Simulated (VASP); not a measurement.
VASP ran on this input.

KPOINTS:
```
Regular mesh
0
Gamma
  9 9 4
0 0 0
```

INCAR:
```
SYSTEM  =  YTe
PREC  =  Accurate; ENCUT  =  400; LREAL  =  .FALSE.
LASPH  =  .TRUE.
EDIFF  =  1E-7; NELM  =  100; ALGO  =  Normal
LMAXMIX  =  4
ISMEAR  =  -5
GGA  =  PS
ISIF  =  2
LWAVE  =  .FALSE.; LCHARG  =  .TRUE.; LORBIT  =  11
NEDOS  =  601
LEFG  =  .TRUE.
```

**POSCAR**
```
YTe
1
    4.2768420993    -0.0000000000     0.0000000000
   -2.1384210497     3.7038539514     0.0000000000
    0.0000000000     0.0000000000     9.1418074839
Y Te
2 2
Direct
  0.3333330000   0.6666670000   0.0269182565
  0.6666670000   0.3333330000   0.5269182565
  0.3333330000   0.6666670000   0.3480817435
  0.6666670000   0.3333330000   0.8480817435
```

POTCAR, in this order: Y_sv Te (PBE.64 set). Program: vasp_std.

### Question
Translate this PBEsol calculation to Ansatz.

### Answer
One equivalent input (not run):
Ansatz 0.2 input:
```yaml
crystal:
  lattice:
    - [4.2768421, 0.0000000, 0.0000000]
    - [-2.1384210, 3.7038540, 0.0000000]
    - [0.0000000, 0.0000000, 9.1418075]
  atoms:
    - { symbol: Y, position: [0.3333330, 0.6666670, 0.0269183] }
    - { symbol: Y, position: [0.6666670, 0.3333330, 0.5269183] }
    - { symbol: Te, position: [0.3333330, 0.6666670, 0.3480817] }
    - { symbol: Te, position: [0.6666670, 0.3333330, 0.8480817] }
kpoints:
  mp_grid: { grid: [9, 9, 4] }
hamiltonian:
  xc: pbesol
  pseudopotentials: { kind: paw }
scf:
  occupations: { method: tetrahedron }
  max_iter: 100
output: { forces: true, stress: true, eigenvalues: true }
```
What does not carry over: each code has its own PAW files, so the cut-off isn't converted (ENCUT is set for VASP's; basis.ecutwfc is left out, and Ansatz then takes the one that its files recommend); Ansatz stops its SCF on the density residual and VASP on the energy change (EDIFF); the field gradients of LEFG aren't asked of the other code.

The structure was generated: YTe was put into the wurtzite type (P6_3mc), which need not be its known phase. It was relaxed first, which changed the volume by -33 %.
